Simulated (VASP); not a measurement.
# BaFeO3: structure and properties in VASP, part 4 of 9

Aim: relax BaFeO3, then compute properties on the relaxed cell. Left out of this account: 1 further run (relaxation: a spoilt try). The start is a cell from a database of measured crystal structures.

VASP 6.6.1, plane waves and PAW; the level of theory is named at each step.

So far, moment of the cell, from the last line of the log (μB): step 2 (magnetic order: ferromagnetic) 4.12.

The database entry behind the starting cell differs from later determinations by our own check (an axis about 1.3 % long against later determinations), so it need not match the best structure at ambient conditions.

**5. Magnetic order: antiferromagnetic, q = (1/2, 1/2, 0)**

Level of this step: PBEsol, DFT+U (Fe d 3 eV), spin-polarised from an antiferromagnetic start; plane waves and PAW (Ba_sv, Fe, O) (VASP).

Next, a pattern with opposite moments, which needs a doubled cell; q is given in the reciprocal vectors of the primitive cell.

File INCAR:

```
SYSTEM = BaFeO3
PREC = Accurate
ENCUT = 520
EDIFF = 1E-06
NELM = 100
ISMEAR = 0
SIGMA = 0.05
LREAL = .FALSE.
ALGO = Normal
GGA = PS
NBANDS = 51
ISPIN = 2
MAGMOM = 0 0 3 -3 0 0 0 0 0 0
LDAU = .TRUE.
LDAUTYPE = 2
LDAUL = -1 2 -1
LDAUU = 0 3 0
LDAUJ = 0 0 0
LDAUPRINT = 1
LASPH = .TRUE.
LMAXMIX = 4
LORBIT = 11
LWAVE = .FALSE.
LCHARG = .FALSE.
KPAR = 8
ISIF = 2
```

File POSCAR:

```
BaFeO3
1.0
    8.0400000000      0.0000000000      0.0000000000
    4.0200000000      4.0200000000      0.0000000000
    0.0000000000      0.0000000000      4.0200000000
Ba Fe O
2 2 6
Direct
    0.0000000000      0.0000000000      0.0000000000
    0.5000000000      0.0000000000      0.0000000000
    0.0000000000      0.5000000000      0.5000000000
    0.5000000000      0.5000000000      0.5000000000
    0.0000000000      0.5000000000      0.0000000000
    0.5000000000      0.5000000000      0.0000000000
    0.7500000000      0.5000000000      0.5000000000
    0.2500000000      0.5000000000      0.5000000000
    0.2500000000      0.0000000000      0.5000000000
    0.7500000000      0.0000000000      0.5000000000
```

File KPOINTS:

```
Automatic mesh
0
Gamma
6 6 6
0 0 0
```

The projector-augmented-wave data sets are Ba_sv, Fe and O (PBE family, release 64).

Launch:

```console
$ mpirun -np 8 vasp_std
```

What it wrote:

```text
[... set-up lines as in an earlier step ...]
 entering main loop
       N       E                     dE             d eps       ncg     rms          rms(c)
DAV:   1     0.795781793583E+03    0.79578E+03   -0.33069E+04  8160   0.148E+03
DAV:   2     0.201815995884E+02   -0.77560E+03   -0.70962E+03  8717   0.395E+02
DAV:   3    -0.858258952421E+02   -0.10601E+03   -0.10250E+03 10081   0.163E+02
DAV:   4    -0.913527434413E+02   -0.55268E+01   -0.54799E+01 11615   0.374E+01
DAV:   5    -0.915878776104E+02   -0.23513E+00   -0.23474E+00 12418   0.653E+00    0.396E+01
DAV:   6    -0.927163420396E+02   -0.11285E+01   -0.13906E+02 11553   0.110E+02    0.984E+01
DAV:   7    -0.684521066704E+02    0.24264E+02   -0.77762E+01 10372   0.148E+02    0.167E+01
DAV:   8    -0.685215491007E+02   -0.69442E-01   -0.10707E+01 12549   0.354E+01    0.109E+01
DAV:   9    -0.686971785188E+02   -0.17563E+00   -0.17024E+00 12882   0.164E+01    0.104E+01
DAV:  10    -0.686613827984E+02    0.35796E-01   -0.42980E-01 10700   0.383E+00    0.742E+00
DAV:  11    -0.686407691739E+02    0.20614E-01   -0.62826E-02 10802   0.275E+00    0.475E+00
DAV:  12    -0.685968762355E+02    0.43893E-01   -0.11103E-01 10760   0.433E+00    0.178E+00
DAV:  13    -0.685872521667E+02    0.96241E-02   -0.42638E-02 12042   0.222E+00    0.684E-01
DAV:  14    -0.685880590879E+02   -0.80692E-03   -0.74456E-03 10878   0.418E-01    0.443E-01
DAV:  15    -0.685880592664E+02   -0.17847E-06   -0.44913E-03 10268   0.826E-01    0.150E-01
DAV:  16    -0.685880332802E+02    0.25986E-04   -0.61705E-04 11308   0.144E-01    0.135E-01
DAV:  17    -0.685880099382E+02    0.23342E-04   -0.14843E-04 10733   0.142E-01    0.424E-02
DAV:  18    -0.685880110544E+02   -0.11163E-05   -0.25010E-05 12162   0.466E-02    0.121E-02
DAV:  19    -0.685880116211E+02   -0.56665E-06   -0.34343E-06  8245   0.170E-02
   1 F= -.68588012E+02 E0= -.68584739E+02  d E =-.654498E-02  mag=    -0.0000
```

Run time: 61 s. Hardware: 8 MPI ranks of Intel Xeon 6975P-C (Granite Rapids), shared host; peak memory 4.7 GiB.

Parts of OUTCAR (step 5):

```text
   k-points           NKPTS =     40   k-points in BZ     NKDIM =     40   number of bands    NBANDS=     51

   ENCUT  =  520.0 eV  38.22 Ry    6.18 a.u.  14.95 10.57  7.47*2*pi/ulx,y,z

   NELECT =      72.0000    total number of electrons

atom =   3  type =  2  l = 2

 onsite density matrix

spin component  1

  0.9747 -0.0000 -0.0000  0.0000 -0.0000
 -0.0000  0.9759 -0.0000 -0.0000 -0.0000
 -0.0000 -0.0000  0.8830  0.0000  0.0000
  0.0000 -0.0000  0.0000  0.9759 -0.0000
 -0.0000 -0.0000  0.0000 -0.0000  0.9432

spin component  2

  0.1440  0.0000  0.0000 -0.0000  0.0000
  0.0000  0.1520 -0.0000  0.0000  0.0000
  0.0000 -0.0000  0.3143  0.0000 -0.0000
 -0.0000  0.0000  0.0000  0.1520  0.0000
  0.0000  0.0000 -0.0000  0.0000  0.3610

 occupancies and eigenvectors

  o =  0.1440  v =  0.0000  0.0000  0.0000  0.0000  0.0000  1.0000  0.0000  0.0000  0.0000  0.0000      0.0000  0.0000  0.0000  0.0000  0.0000  0.0000  0.0000  0.0000  0.0000  0.0000
  o =  0.1520  v =  0.0000  0.0000  0.0000  0.0000  0.0000  0.0000 -0.9999 -0.0000 -0.0146  0.0000      0.0000  0.0000  0.0000  0.0000  0.0000  0.0000  0.0000  0.0000  0.0000  0.0000
  o =  0.1520  v =  0.0000  0.0000  0.0000  0.0000  0.0000  0.0000  0.0146 -0.0000 -0.9999  0.0000      0.0000  0.0000  0.0000  0.0000  0.0000  0.0000  0.0000  0.0000  0.0000  0.0000
  o =  0.3143  v =  0.0000  0.0000  0.0000  0.0000  0.0000  0.0000 -0.0000  1.0000 -0.0000  0.0000      0.0000  0.0000  0.0000  0.0000  0.0000  0.0000  0.0000  0.0000  0.0000  0.0000
  o =  0.3610  v =  0.0000  0.0000  0.0000  0.0000  0.0000  0.0000 -0.0000  0.0000 -0.0000 -1.0000      0.0000  0.0000  0.0000  0.0000  0.0000  0.0000  0.0000  0.0000  0.0000  0.0000
  o =  0.8830  v =  0.0000  0.0000  1.0000 -0.0000 -0.0000  0.0000  0.0000  0.0000  0.0000  0.0000      0.0000  0.0000  0.0000  0.0000  0.0000  0.0000  0.0000  0.0000  0.0000  0.0000
  o =  0.9432  v =  0.0000  0.0000 -0.0000  0.0000 -1.0000  0.0000  0.0000  0.0000  0.0000  0.0000      0.0000  0.0000  0.0000  0.0000  0.0000  0.0000  0.0000  0.0000  0.0000  0.0000
  o =  0.9747  v =  1.0000  0.0000  0.0000  0.0000  0.0000  0.0000  0.0000  0.0000  0.0000  0.0000      0.0000  0.0000  0.0000  0.0000  0.0000  0.0000  0.0000  0.0000  0.0000  0.0000
  o =  0.9759  v =  0.0000  0.0838 -0.0000 -0.9965 -0.0000  0.0000  0.0000  0.0000  0.0000  0.0000      0.0000  0.0000  0.0000  0.0000  0.0000  0.0000  0.0000  0.0000  0.0000  0.0000
  o =  0.9759  v =  0.0000 -0.9965  0.0000 -0.0838 -0.0000  0.0000  0.0000  0.0000  0.0000  0.0000      0.0000  0.0000  0.0000  0.0000  0.0000  0.0000  0.0000  0.0000  0.0000  0.0000

atom =   4  type =  2  l = 2

 onsite density matrix

spin component  1

  0.1440 -0.0000  0.0000 -0.0000  0.0000
 -0.0000  0.1520 -0.0000  0.0000  0.0000
  0.0000 -0.0000  0.3143 -0.0000 -0.0000
 -0.0000  0.0000 -0.0000  0.1520 -0.0000
  0.0000  0.0000 -0.0000 -0.0000  0.3610

spin component  2

  0.9747  0.0000 -0.0000 -0.0000 -0.0000
  0.0000  0.9759  0.0000 -0.0000 -0.0000
 -0.0000  0.0000  0.8830  0.0000 -0.0000
 -0.0000 -0.0000  0.0000  0.9759  0.0000
 -0.0000 -0.0000 -0.0000  0.0000  0.9432

 occupancies and eigenvectors

  o =  0.1440  v =  1.0000  0.0000  0.0000  0.0000  0.0000  0.0000  0.0000  0.0000  0.0000  0.0000      0.0000  0.0000  0.0000  0.0000  0.0000  0.0000  0.0000  0.0000  0.0000  0.0000
  o =  0.1520  v =  0.0000  0.0110  0.0000 -0.9999 -0.0000  0.0000  0.0000  0.0000  0.0000  0.0000      0.0000  0.0000  0.0000  0.0000  0.0000  0.0000  0.0000  0.0000  0.0000  0.0000
  o =  0.1520  v =  0.0000  0.9999  0.0000  0.0110 -0.0000  0.0000  0.0000  0.0000  0.0000  0.0000      0.0000  0.0000  0.0000  0.0000  0.0000  0.0000  0.0000  0.0000  0.0000  0.0000
  o =  0.3143  v =  0.0000 -0.0000  1.0000  0.0000 -0.0000  0.0000  0.0000  0.0000  0.0000  0.0000      0.0000  0.0000  0.0000  0.0000  0.0000  0.0000  0.0000  0.0000  0.0000  0.0000
  o =  0.3610  v =  0.0000 -0.0000 -0.0000  0.0000 -1.0000  0.0000  0.0000  0.0000  0.0000  0.0000      0.0000  0.0000  0.0000  0.0000  0.0000  0.0000  0.0000  0.0000  0.0000  0.0000
  o =  0.8830  v =  0.0000  0.0000  0.0000  0.0000  0.0000  0.0000 -0.0000 -1.0000 -0.0000  0.0000      0.0000  0.0000  0.0000  0.0000  0.0000  0.0000  0.0000  0.0000  0.0000  0.0000
  o =  0.9432  v =  0.0000  0.0000  0.0000  0.0000  0.0000  0.0000  0.0000  0.0000 -0.0000  1.0000      0.0000  0.0000  0.0000  0.0000  0.0000  0.0000  0.0000  0.0000  0.0000  0.0000
  o =  0.9747  v =  0.0000  0.0000  0.0000  0.0000  0.0000  1.0000  0.0000  0.0000  0.0000  0.0000      0.0000  0.0000  0.0000  0.0000  0.0000  0.0000  0.0000  0.0000  0.0000  0.0000
  o =  0.9759  v =  0.0000  0.0000  0.0000  0.0000  0.0000  0.0000 -0.0266  0.0000 -0.9996 -0.0000      0.0000  0.0000  0.0000  0.0000  0.0000  0.0000  0.0000  0.0000  0.0000  0.0000
  o =  0.9759  v =  0.0000  0.0000  0.0000  0.0000  0.0000  0.0000 -0.9996 -0.0000  0.0266  0.0000      0.0000  0.0000  0.0000  0.0000  0.0000  0.0000  0.0000  0.0000  0.0000  0.0000

 E-fermi :   2.2808

 spin component 1
 k-point     1 :       0.0000    0.0000    0.0000
  band No.  band energies     occupation
    ...
     33       1.4644      1.00000
     34       2.1114      1.00000
     35       2.1306      0.99999
     36       2.1307      0.99999
     37       2.2633      0.68981
     38       3.8891      0.00000
     39       3.8891      0.00000
     40       3.9014      0.00000
     41       4.0948      0.00000
     42       5.9400      0.00000
    ...

 k-point     2 :       0.1667    0.0000    0.0000
  band No.  band energies     occupation
    ...
     32       1.3002      1.00000
     33       1.4575      1.00000
     34       1.8587      1.00000
     35       2.0478      1.00000
     36       2.1791      0.99799
     37       2.2997      0.29690
     38       3.8885      0.00000
     39       3.9087      0.00000
     40       3.9314      0.00000
     41       4.1349      0.00000
    ...

  Total       -5.5941181     -5.5941181     -6.5413327      0.0000000     -0.0000000     -0.0000000
  in kB      -68.9817265    -68.9817265    -80.6619405      0.0000000     -0.0000000     -0.0000000
  external PRESSURE =     -72.8751312 kB  Pullay stress =       0.0000000 kB

 POSITION                                       TOTAL-FORCE (eV/Angst)
 -----------------------------------------------------------------------------------
      0.00000      0.00000      0.00000        -0.000000     -0.000000     -0.000000
      4.02000      0.00000      0.00000        -0.000000     -0.000000     -0.000000
      2.01000      2.01000      2.01000         0.000000     -0.000000     -0.000000
      6.03000      2.01000      2.01000         0.000000     -0.000000     -0.000000
      2.01000      2.01000      0.00000        -0.000000      0.000000     -0.000000
      6.03000      2.01000      0.00000        -0.000000     -0.000000     -0.000000
      8.04000      2.01000      2.01000        -0.000000     -0.000000     -0.000000
      4.02000      2.01000      2.01000         0.000000      0.000000      0.000000
      2.01000      0.00000      2.01000         0.000000      0.000000     -0.000000
      6.03000      0.00000      2.01000         0.000000      0.000000      0.000000
 -----------------------------------------------------------------------------------
    total drift:                                0.000000     -0.000000     -0.000000

  FREE ENERGIE OF THE ION-ELECTRON SYSTEM (eV)
  ---------------------------------------------------
  free  energy   TOTEN  =       -68.5880116211 eV

  energy  without entropy=      -68.5814666446  energy(sigma->0) =      -68.58473913

 magnetization (x)
# of ion       s       p       d       tot
------------------------------------------
    1        0.000   0.000   0.000   0.000
    2        0.000   0.000   0.000   0.000
    3        0.010   0.021   3.628   3.659
    4       -0.010  -0.021  -3.628  -3.659
    5        0.010   0.096   0.000   0.106
    6       -0.010  -0.096   0.000  -0.106
    7        0.000   0.000   0.000   0.000
    8        0.000   0.000   0.000   0.000
    9        0.000   0.000   0.000   0.000
   10        0.000   0.000   0.000   0.000
--------------------------------------------------
tot          0.000   0.000   0.000   0.000

[... 1 part as in an earlier step ...]

[... 14 further parts left out ...]
```

At this level the cell is under a tension of 7.3 GPa, so at these settings it is away from equilibrium.

Numbers from this step:

- SCF cycles: 19
- irreducible k-points: 40
- symmetry operations: 16
- free energy (TOTEN): -68.5880 eV
- energy at zero smearing: -68.5847 eV
- Fermi energy: 2.281 eV
- pressure: -7.288 GPa

Spin moment in the PAW sphere by atom:

| atom | spin moment in the PAW sphere (μB) |
| --- | --- |
| Ba1 | 0.00 |
| Ba2 | 0.00 |
| Fe3 | 3.66 |
| Fe4 | -3.66 |
| O5 | 0.11 |
| O6 | -0.11 |
| O7 | 0.00 |
| O8 | 0.00 |
| O9 | 0.00 |
| O10 | 0.00 |

The energy lies +21.8 meV an atom from the first pattern. The run ends antiferromagnetic with a largest moment of 3.66 μB, and the mesh shows no gap.

**6. The orders side by side**

This step: collinear orders at PBEsol, DFT+U (Fe d 3 eV); plane waves and PAW (VASP 6.6.1).

This step runs nothing: it gathers the runs above.

Patterns, by row:

| start | atoms | energy less that of the first (meV/atom) | largest site moment (μB) | end state |
| --- | --- | --- | --- | --- |
| ferromagnetic | 5 | 0 | 3.69 | ferromagnetic |
| antiferromagnetic, q = (0, 0, 1/2) | 10 | 11 | 3.66 | antiferromagnetic |
| antiferromagnetic, q = (1/2, 1/2, 1/2) | 10 | 37.2 | 3.66 | antiferromagnetic |
| antiferromagnetic, q = (1/2, 1/2, 0) | 10 | 21.8 | 3.66 | antiferromagnetic |

The session goes on in the lowest magnetic state found: ferromagnetic. The next one lies 11.0 meV an atom higher.

(Part 4 of 9 ends here.)

[Lines on the potential files, build, host, timing and source positions are cut from VASP's logs without a mark.]

[Logs are printed without paths, hosts, clocks, repeated set-up lines and the standing remarks that a program may print on its own settings, such as how far it seeks lower states.]

[Hosts, paths, dates, database ids (printed as entryN), source tags and the programs' standing remarks are cut or masked in the printed files.]

[A measured line is paired with the nearest computed mode of its activity, which favours agreement.]
